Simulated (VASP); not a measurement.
Given:

```yaml
crystal:
  lattice:
    - [-1.65910, 1.65910, 5.61691]
    - [1.65910, -1.65910, 5.61691]
    - [1.65910, 1.65910, -5.61691]
  atoms:
    - { symbol: Co, position: [0.75000, 0.75000, 0.00000], spin: 3.0 }
    - { symbol: Co, position: [0.50000, 0.00000, 0.50000], spin: 3.0 }
    - { symbol: S, position: [0.16600, 0.16600, 0.00000] }
    - { symbol: S, position: [0.91600, 0.41600, 0.50000] }
```

Method: PBE GGA, VASP's PBE PAW potentials (set 64) (plane waves; VASP). Run with 400 eV cut-off, 7×7×7 Γ-centred mesh, Gaussian smearing of 0.050 eV, potentials Co S.

The moments were started parallel, and other spin orders were not tried in this run.

Question: Which forces act on the atoms, in eV/Å?

Answer: 
```json
[
 {"atom": "Co1", "Fx": "0.000", "Fy": "0.000", "Fz": "0.196"},
 {"atom": "Co2", "Fx": "0.000", "Fy": "0.000", "Fz": "0.196"},
 {"atom": "S3", "Fx": "0.000", "Fy": "0.000", "Fz": "-0.196"},
 {"atom": "S4", "Fx": "0.000", "Fy": "0.000", "Fz": "-0.196"}
]
```

Question: Give the stress tensor in GPa (positive for a compressed cell).

Answer: 
```
-14.30    0.00    0.00
  0.00  -14.30    0.00
  0.00    0.00  -11.57
```
The pressure is its mean diagonal, -13.39 GPa.

The structure was generated: CoS was put into the NbAs type (I4_1md), which need not be its known phase. The cell was not relaxed at this level. The k-mesh is coarse (spacing up to 0.38 per Å, 2π included), so the numbers may not be converged in it.
